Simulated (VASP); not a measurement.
Consider the following.

```
GaN
1.0
    2.94109     0.00000     0.00000
   -1.47055     2.54706     0.00000
    0.00000     0.00000     2.65458
Ga N
1 1
Direct
  0.00000   0.00000   0.00000
  0.66667   0.33333   0.50000
```

These are r2SCAN meta-GGA, VASP's PBE PAW potentials (set 64) (plane waves; VASP) values and carry that method's errors. Numerical set-up: 520 eV cut-off, 16×16×15 Γ-centred mesh, tetrahedra with Blöchl corrections, potentials Ga_d N.

Q: Give the energies of bands 7 to 11 at the high-symmetry points, in eV from the Fermi level.

A: 
```tsv
band	Γ	M	K	A	L	H
7	-1.38	-9.05	-8.18	-9.74	-6.48	-5.77
8	-1.05	-3.04	-6.58	-0.07	-5.77	-5.37
9	-1.05	0.13	0.32	-0.07	-0.86	-2.77
10	0.36	3.05	7.61	6.23	-0.75	0.58
11	10.44	8.12	7.97	6.72	8.03	1.52
```

It has no gap at this level: it comes out as a metal or semimetal.

The structure was generated: GaN was put into the WC type (P-6m2), which need not be its known phase. It was relaxed first, which changed the volume by +8 %.
